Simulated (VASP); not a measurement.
InB3, 4 atoms in the cell. Symmetry: Pm-3m, No. 221, cubic system. Conventional cell: a = 3.584 Å, b = 3.584 Å, c = 3.584 Å, α = 90.00°, β = 90.00°, γ = 90.00°. In (site symmetry m-3m) has 12 B at 2.53 Å as nearest neighbours. B (site symmetry 4/mmm) has 4 In at 2.53 Å and 8 B at 2.53 Å as nearest neighbours. The cell was built by a generator and needn't be a form met in nature.

```yaml
Program: VASP 6.6.1
Task: single point
Functional: PBE
Potentials_or_basis: VASP PAW PBE potentials, release 64 (In_d, B)
Cutoff: 520 eV
k_mesh: 8 × 8 × 8
Occupations: fermi-dirac, width 0.05 eV
Spin: no spin polarisation
Further_INCAR_settings: ALGO = Normal; EDIFF = 1e-07; NBANDS = 19
```

Potentials or basis: VASP PAW PBE potentials, release 64 (In_d, B).

Run with:

```bash
$ cat potpaw_PBE.64/In_d/POTCAR potpaw_PBE.64/B/POTCAR > POTCAR
$ mpirun -np 1 vasp_std > vasp.out
```

Hardware: 1 thread of Intel(R) Xeon(R) Platinum 8488C (Sapphire Rapids) (shared host).

**Question.** How long does it take, and how much memory?

**Answer.** Run time: 36 s on 1 thread of Intel(R) Xeon(R) Platinum 8488C (Sapphire Rapids) (shared host), peak memory 0.16 GiB. Counts: scf iterations 13, k points 35.
